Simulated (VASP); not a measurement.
Data:

```yaml
crystal:
  lattice:
    - [0.00000, 2.96134, 2.96134]
    - [2.96134, 0.00000, 2.96134]
    - [2.96134, 2.96134, 0.00000]
  atoms:
    - { symbol: Ga, position: [0.00000, 0.00000, 0.00000] }
    - { symbol: As, position: [0.25000, 0.25000, 0.25000] }
```

Computed with RPBE GGA, VASP's PBE PAW potentials (set 64) (plane waves; VASP). Settings: 520 eV cut-off, 11×11×11 Γ-centred mesh, first-order Methfessel-Paxton smearing of 0.10 eV, potentials Ga_d As.

Task: What does the run give for the energy per atom (σ→0), pressure, band gap (on the k-mesh) with the smallest direct gap where there is one?

Result: 
```
Item                                                        Result
------------------------  ----------------------------------------
band gap (on the k-mesh)  none (metal, semimetal or under 0.01 eV)
energy per atom (σ→0)                               -3.787 eV/atom
pressure                                                 -2.77 GPa
```

The compound is GaAs in the zinc blende structure. This cell is one point of a volume scan, at 1.06 of the reference volume.
